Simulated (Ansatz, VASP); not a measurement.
# Cross-check of Al6Si between VASP and Ansatz, part 2 of 3

Aim: how closely do two programs agree when they are given the same cell, functional and k mesh? The cell is generated by rule, not measured, and may not be a known phase. The cell is taken from a series of runs on this material, whose earlier steps may have relaxed, scaled, displaced or heated it; both programs get it as it stands.

VASP 6.6.1 and Ansatz 0.2.0.

So far: The starting structure; Ansatz: zone-centre phonons, PBEsol.

## Step 3: VASP: zone-centre phonons, PBEsol

Level of this step: PBEsol; plane waves and PAW (Si, Al); invented cell (VASP).

The same cell, functional, mesh and smearing now go to VASP, with its own data sets.

Lines of VASP's logs that name or quote its potential files are left out, and so is its time.

Input file INCAR:

```
SYSTEM = Al6Si
PREC = Accurate
ENCUT = 500
EDIFF = 1E-08
NELM = 120
ISMEAR = 1
SIGMA = 0.15
LREAL = .FALSE.
ALGO = Normal
GGA = PS
NBANDS = 18
LORBIT = 11
LWAVE = .FALSE.
LCHARG = .FALSE.
ISIF = 2
IBRION = 8
LASPH = .TRUE.
GGA_COMPAT = .FALSE.
KPAR = 2
```

Input file POSCAR:

```
Al6Si
1.0
    5.7195596724      0.0000000000      0.0000000000
    0.0000000000      5.7195596724      0.0000000000
    0.0000000000      0.0000000000      4.7630069898
Si Al
1 6
Direct
    0.0000000000      0.0000000000      0.0000000000
    0.8718168410      0.2974997552      0.5000000000
    0.5000000000      0.5000000000      0.7523634721
    0.1281831590      0.7025002448      0.5000000000
    0.5000000000      0.5000000000      0.2476365279
    0.7025002448      0.8718168410      0.5000000000
    0.2974997552      0.1281831590      0.5000000000
```

Input file KPOINTS:

```
Automatic mesh
0
Gamma
6 6 6
0 0 0
```

The projector-augmented-wave data sets are Si and Al (PBE family, release 64).

Started as:

```bash
$ mpirun -np 2 vasp_std
```

What it wrote:

```text
[banner, memory and clock lines left out]
running    2 mpi-ranks, on    1 nodes
 distrk:  each k-point on    1 cores,    2 groups
 distr:  one band on    1 cores,    1 groups

 POSCAR found type information on POSCAR SiAl
 POSCAR found :  2 types and       7 ions
|                                                                             |
|               ----> ADVICE to this user running VASP <----                  |
|                                                                             |
|     You enforced a specific xc type in the INCAR file but a different       |
|     [... a line on the potential file left out ...]
|     I HOPE YOU KNOW WHAT YOU ARE DOING!                                     |
|                                                                             |

 LDA part: xc-table for (Slater+PW92), standard interpolation
 POSCAR, INCAR and KPOINTS ok, starting setup
 FFT: planning ... GRIDC
 FFT: planning ... GRID_SOFT
 FFT: planning ... GRID
 WAVECAR not read
 entering main loop
       N       E                     dE             d eps       ncg     rms          rms(c)
DAV:   1     0.244314972639E+02    0.24431E+02   -0.74443E+03  1584   0.906E+02
DAV:   2    -0.243164830961E+02   -0.48748E+02   -0.47059E+02  2058   0.114E+02
DAV:   3    -0.263856751335E+02   -0.20692E+01   -0.20324E+01  2076   0.215E+01
DAV:   4    -0.264198016302E+02   -0.34126E-01   -0.34083E-01  2084   0.332E+00
DAV:   5    -0.264206504318E+02   -0.84880E-03   -0.84871E-03  2012   0.541E-01    0.409E+00
DAV:   6    -0.259431909875E+02    0.47746E+00   -0.90809E-01  1916   0.371E+00    0.236E+00
DAV:   7    -0.258510914278E+02    0.92100E-01   -0.31524E-01  1918   0.224E+00    0.741E-01
DAV:   8    -0.258426397302E+02    0.84517E-02   -0.19446E-02  1990   0.692E-01    0.291E-01
DAV:   9    -0.258410464145E+02    0.15933E-02   -0.24954E-03  1872   0.230E-01    0.127E-01
DAV:  10    -0.258410422438E+02    0.41708E-05   -0.25459E-04  1928   0.792E-02    0.596E-02
DAV:  11    -0.258410460015E+02   -0.37578E-05   -0.47398E-05  2010   0.330E-02    0.643E-03
DAV:  12    -0.258410457099E+02    0.29160E-06   -0.52398E-06  1934   0.115E-02    0.589E-03
DAV:  13    -0.258410458092E+02   -0.99261E-07   -0.10177E-06  1872   0.501E-03    0.382E-03
DAV:  14    -0.258410457424E+02    0.66761E-07   -0.89714E-08  2014   0.141E-03    0.600E-04
DAV:  15    -0.258410456847E+02    0.57749E-07   -0.15398E-08  1116   0.627E-04    0.418E-04
DAV:  16    -0.258410456813E+02    0.34007E-08   -0.18082E-09   952   0.255E-04
   1 F= -.25841046E+02 E0= -.25838111E+02  d E =-.880277E-02
 Linear response reoptimize wavefunctions to high precision
DAV:   1    -0.258410456775E+02    0.38463E-08   -0.54169E-10   968   0.132E-04
DAV:   2    -0.258410456774E+02    0.80718E-11   -0.10340E-10   934   0.647E-05
 Linear response DOF=           7
 Linear response progress:
  Degree of freedom:   1/  7
       N       E                     dE             d eps       ncg     rms          rms(c)
RMM:   1    -0.208216002808E-01   -0.20822E-01    0.21420E-02  6752   0.687E-01
RMM:   2    -0.195140972402E-01    0.13075E-02   -0.11342E-03  4470   0.167E-01    0.319E-02
RMM:   3    -0.194907093270E-01    0.23388E-04   -0.91860E-05  4639   0.390E-02    0.179E-02
RMM:   4    -0.194761134980E-01    0.14596E-04   -0.11109E-05  4725   0.125E-02    0.772E-03
RMM:   5    -0.194641629992E-01    0.11950E-04   -0.13475E-06  4704   0.548E-03    0.117E-03
RMM:   6    -0.194610697466E-01    0.30933E-05   -0.31120E-08  4848   0.141E-03    0.477E-04
RMM:   7    -0.194602828177E-01    0.78693E-06    0.28600E-08  4892   0.345E-04    0.224E-04
RMM:   8    -0.194599771531E-01    0.30566E-06    0.40199E-08  4923   0.147E-04    0.206E-05
RMM:   9    -0.194599906080E-01   -0.13455E-07    0.18030E-08  5145   0.455E-05    0.137E-05
RMM:  10    -0.194599454529E-01    0.45155E-07    0.18149E-08  5161   0.236E-05    0.321E-06
RMM:  11    -0.194599425019E-01    0.29510E-08   -0.42860E-09  5415   0.155E-05    0.149E-06
 first order change of Fermi-energy   0.44418E-04
 force on displaced ion       1 direction 1 :  -0.173  -0.000   0.000
 Linear response progress:
  Degree of freedom:   2/  7
       N       E                     dE             d eps       ncg     rms          rms(c)
RMM:   1    -0.209947563623E-01   -0.20995E-01    0.43802E-02  3748   0.716E-01
RMM:   2    -0.189905947891E-01    0.20042E-02   -0.12045E-03  2452   0.174E-01    0.499E-02
RMM:   3    -0.190044142048E-01   -0.13819E-04   -0.16677E-04  2538   0.463E-02    0.266E-02
RMM:   4    -0.190374773340E-01   -0.33063E-04   -0.58616E-05  2571   0.223E-02    0.828E-03
RMM:   5    -0.190222676647E-01    0.15210E-04   -0.54894E-06  2585   0.713E-03    0.111E-03
RMM:   6    -0.190233657203E-01   -0.10981E-05   -0.10879E-06  2637   0.171E-03    0.609E-04
RMM:   7    -0.190218400448E-01    0.15257E-05   -0.23669E-07  2659   0.509E-04    0.258E-04
RMM:   8    -0.190221724606E-01   -0.33242E-06   -0.64792E-08  2714   0.145E-04    0.256E-05
RMM:   9    -0.190222842177E-01   -0.11176E-06    0.11423E-08  2782   0.522E-05    0.875E-06
RMM:  10    -0.190222432538E-01    0.40964E-07    0.28446E-08  2852   0.252E-05    0.201E-06
RMM:  11    -0.190222445625E-01   -0.13087E-08    0.17708E-08  2877   0.167E-05    0.855E-07
 first order change of Fermi-energy   0.22979E-03
 force on displaced ion       1 direction 3 :  -0.000  -0.000   0.814
 Linear response progress:
  Degree of freedom:   3/  7
       N       E                     dE             d eps       ncg     rms          rms(c)
RMM:   1    -0.103125294705E-01   -0.10313E-01    0.19488E-02  7515   0.532E-01
RMM:   2    -0.894725041299E-02    0.13653E-02   -0.62267E-04  4492   0.138E-01    0.633E-02
RMM:   3    -0.887836424884E-02    0.68886E-04   -0.53811E-04  4435   0.720E-02    0.274E-02
RMM:   4    -0.892842215677E-02   -0.50058E-04   -0.47800E-05  4639   0.248E-02    0.137E-02
RMM:   5    -0.895663796944E-02   -0.28216E-04   -0.36841E-06  4770   0.765E-03    0.640E-03
RMM:   6    -0.897126834414E-02   -0.14630E-04   -0.41377E-07  4750   0.290E-03    0.143E-03
RMM:   7    -0.897240165373E-02   -0.11333E-05   -0.10922E-07  4861   0.112E-03    0.240E-04
RMM:   8    -0.897227508342E-02    0.12657E-06    0.17012E-09  4951   0.293E-04    0.973E-05
RMM:   9    -0.897243823194E-02   -0.16315E-06   -0.10977E-08  4991   0.106E-04    0.236E-05
RMM:  10    -0.897241114406E-02    0.27088E-07   -0.98120E-10  5050   0.390E-05    0.805E-06
RMM:  11    -0.897242467021E-02   -0.13526E-07   -0.96948E-09  5202   0.186E-05    0.195E-06
RMM:  12    -0.897242445683E-02    0.21338E-09   -0.84388E-09  5362   0.112E-05    0.977E-07
 first order change of Fermi-energy  -0.12984E-02
 force on displaced ion       2 direction 1 :  -6.155   0.791   0.000
 Linear response progress:
  Degree of freedom:   4/  7
       N       E                     dE             d eps       ncg     rms          rms(c)
RMM:   1    -0.992508195509E-02   -0.99251E-02    0.17667E-02  7491   0.508E-01
RMM:   2    -0.875774840674E-02    0.11673E-02   -0.56247E-04  4479   0.130E-01    0.643E-02
RMM:   3    -0.872516119518E-02    0.32587E-04   -0.57629E-04  4416   0.731E-02    0.266E-02
RMM:   4    -0.876144366779E-02   -0.36282E-04   -0.39837E-05  4616   0.239E-02    0.139E-02
RMM:   5    -0.879055863470E-02   -0.29115E-04   -0.38741E-06  4761   0.799E-03    0.607E-03
RMM:   6    -0.880160714726E-02   -0.11049E-04   -0.30795E-07  4765   0.298E-03    0.124E-03
RMM:   7    -0.880231110961E-02   -0.70396E-06    0.20961E-08  4853   0.103E-03    0.236E-04
RMM:   8    -0.880209510724E-02    0.21600E-06    0.77106E-10  4959   0.265E-04    0.983E-05
RMM:   9    -0.880231295882E-02   -0.21785E-06   -0.24356E-08  4980   0.102E-04    0.213E-05
RMM:  10    -0.880228226131E-02    0.30698E-07   -0.38472E-09  5075   0.360E-05    0.823E-06
RMM:  11    -0.880228567478E-02   -0.34135E-08   -0.27886E-10  5221   0.175E-05    0.200E-06
 first order change of Fermi-energy   0.54321E-01
 force on displaced ion       2 direction 2 :   0.790  -4.655   0.000
 Linear response progress:
  Degree of freedom:   5/  7
       N       E                     dE             d eps       ncg     rms          rms(c)
RMM:   1    -0.788472666719E-02   -0.78847E-02    0.70119E-03  9959   0.443E-01
RMM:   2    -0.720194181026E-02    0.68278E-03   -0.48031E-04  6239   0.114E-01    0.416E-02
RMM:   3    -0.717622418177E-02    0.25718E-04   -0.11968E-04  6489   0.406E-02    0.211E-02
RMM:   4    -0.719493241768E-02   -0.18708E-04   -0.30924E-05  6653   0.198E-02    0.777E-03
RMM:   5    -0.718925809275E-02    0.56743E-05   -0.18964E-06  6658   0.682E-03    0.162E-03
RMM:   6    -0.718853295108E-02    0.72514E-06   -0.19814E-07  6764   0.193E-03    0.539E-04
RMM:   7    -0.718628102904E-02    0.22519E-05   -0.30194E-08  6849   0.724E-04    0.193E-04
RMM:   8    -0.718643527501E-02   -0.15425E-06    0.76826E-09  6931   0.169E-04    0.681E-05
RMM:   9    -0.718655698498E-02   -0.12171E-06   -0.12573E-08  7212   0.510E-05    0.164E-05
RMM:  10    -0.718657106854E-02   -0.14084E-07    0.11086E-09  7142   0.222E-05    0.411E-06
RMM:  11    -0.718657119231E-02   -0.12377E-09   -0.61584E-10  7520   0.124E-05    0.139E-06
 first order change of Fermi-energy  -0.22616E-04
 force on displaced ion       2 direction 3 :   0.006  -0.002  -0.035
 Linear response progress:
  Degree of freedom:   6/  7
       N       E                     dE             d eps       ncg     rms          rms(c)
RMM:   1    -0.956005240223E-02   -0.95601E-02    0.14392E-02 10243   0.492E-01
RMM:   2    -0.854811891970E-02    0.10119E-02   -0.60204E-04  6258   0.128E-01    0.540E-02
RMM:   3    -0.845946801084E-02    0.88651E-04   -0.36560E-04  6235   0.597E-02    0.243E-02
RMM:   4    -0.849220590438E-02   -0.32738E-04   -0.44598E-05  6592   0.224E-02    0.111E-02
RMM:   5    -0.850328728436E-02   -0.11081E-04   -0.37422E-06  6685   0.772E-03    0.314E-03
RMM:   6    -0.850772343119E-02   -0.44361E-05   -0.83231E-07  6650   0.291E-03    0.769E-04
RMM:   7    -0.850416997162E-02    0.35535E-05   -0.73266E-08  6779   0.125E-03    0.232E-04
RMM:   8    -0.850429146110E-02   -0.12149E-06   -0.24550E-08  6973   0.254E-04    0.113E-04
RMM:   9    -0.850446440954E-02   -0.17295E-06   -0.35364E-09  7067   0.820E-05    0.425E-05
RMM:  10    -0.850448364959E-02   -0.19240E-07   -0.17047E-09  7284   0.313E-05    0.679E-06
RMM:  11    -0.850446416612E-02    0.19483E-07    0.24438E-09  7172   0.168E-05    0.259E-06
RMM:  12    -0.850446176442E-02    0.24017E-08   -0.20975E-10  7330   0.986E-06    0.665E-07
 first order change of Fermi-energy   0.15626E-04
 force on displaced ion       3 direction 1 :  -1.646   0.001  -0.000
 Linear response progress:
  Degree of freedom:   7/  7
       N       E                     dE             d eps       ncg     rms          rms(c)
RMM:   1    -0.106036814699E-01   -0.10604E-01    0.14537E-02  3862   0.520E-01
RMM:   2    -0.907056691465E-02    0.15331E-02   -0.68590E-04  2492   0.129E-01    0.742E-02
RMM:   3    -0.903729339958E-02    0.33274E-04   -0.44907E-04  2450   0.678E-02    0.348E-02
RMM:   4    -0.917155711842E-02   -0.13426E-03   -0.16574E-04  2528   0.391E-02    0.106E-02
RMM:   5    -0.917249100886E-02   -0.93389E-06   -0.49489E-06  2593   0.103E-02    0.417E-03
RMM:   6    -0.918331826484E-02   -0.10827E-04   -0.53995E-07  2624   0.271E-03    0.752E-04
RMM:   7    -0.918414360364E-02   -0.82534E-06   -0.19808E-08  2681   0.715E-04    0.338E-04
RMM:   8    -0.918422472075E-02   -0.81117E-07   -0.17675E-09  2722   0.191E-04    0.975E-05
RMM:   9    -0.918429400262E-02   -0.69282E-07    0.10627E-08  2761   0.681E-05    0.139E-05
RMM:  10    -0.918429120729E-02    0.27953E-08    0.62875E-09  2812   0.254E-05    0.715E-06
 first order change of Fermi-energy  -0.10778E+00
 force on displaced ion       3 direction 3 :  -0.000   0.000 -18.214
 Linear response finished
```

(Part 2 of 3 ends here.)

[Lines on the potential files, build, host, timing and source positions are cut from VASP's logs without a mark.]

[Logs are printed without paths, hosts, clocks, repeated set-up lines and the standing remarks that a program may print on its own settings, such as how far it seeks lower states.]

[Hosts, paths, dates, database ids (printed as entryN), source tags and the programs' standing remarks are cut or masked in the printed files.]
